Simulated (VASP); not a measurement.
Crystal: RuBr2.

```
Br Ru
1.0
     0.00000    3.25405    3.25405
     3.25405    0.00000    3.25405
     3.25405    3.25405    0.00000
Br Ru
2 1
Cartesian
  1.6270 1.6270 1.6270
  4.8811 4.8811 4.8811
  0.0000 0.0000 0.0000
```

The cell was built by a generator and needn't be a form met in nature.

Base run:

```yaml
Program: VASP 6.6.1
Functional: r2SCAN
Potentials_or_basis: VASP PAW PBE potentials, release 64 (Br, Ru_pv)
Cutoff: 520 eV
k_mesh: 5 × 5 × 5
Occupations: gaussian, width 0.05 eV
Spin: no spin polarisation
```

Its results: band gap on the k mesh none (metal or under the smearing width); pressure -4.4 GPa.

The run is repeated on the same cell with these changes: hubbard terms from none to Ru d U = 4.0 eV. What comes out?

Band gap on the k mesh none (metal or under the smearing width); pressure -2.3 GPa.

Caveats: the PAW data sets were made with another functional, which shifts forces and pressure a little; U without spin polarisation on a metal has little footing (some runs).

Not every run made on this cell is shown here.
